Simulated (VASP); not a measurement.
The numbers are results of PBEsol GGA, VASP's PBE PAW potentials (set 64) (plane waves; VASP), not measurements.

The input files of a VASP run:

File POSCAR:
```
Pr
1.0
  3.2469642381   0.0000000000   0.0000000000
  0.0000000000   3.2469642381   0.0000000000
  0.0000000000   0.0000000000   3.2469642381
Pr
1
Direct
  0.0000000000   0.0000000000   0.0000000000
```

**INCAR**
```
SYSTEM = Pr
PREC = Accurate; ENCUT = 400; LREAL = .False.
LASPH = .True.
EDIFF = 1E-7; NELM = 100; ALGO = Normal
LMAXMIX = 6
ISMEAR = -5
GGA = PS
ISIF = 2
LWAVE = .False.; LCHARG = .True.; LORBIT = 11
NEDOS = 601
```

### KPOINTS
```
Automatic mesh
0
Gamma
13 13 13
0 0 0
```

POTCAR, in this order: Pr_3 (PBE.64 set). Program: vasp_std.

Task: What will the output report for the number of irreducible k-points (NKPTS), number of bands (NBANDS), largest plane-wave count, number of space-group operations, FFT grid (NGX, NGY, NGZ)?

Result: 
```
Property                                      Result
--------------------------------------  ------------
number of irreducible k-points (NKPTS)            84
number of bands (NBANDS)                           9
largest plane-wave count                         638
number of space-group operations                  48
FFT grid (NGX, NGY, NGZ)                24 × 24 × 24
```

The structure was generated: Pr was put into the simple-cubic type (Pm-3m), which need not be its known phase. It was relaxed first, which changed the volume by -11 %. The 4f electrons are frozen in the core of the lanthanide potential, so 4f levels, which can set the real gap, and their magnetism are missing.
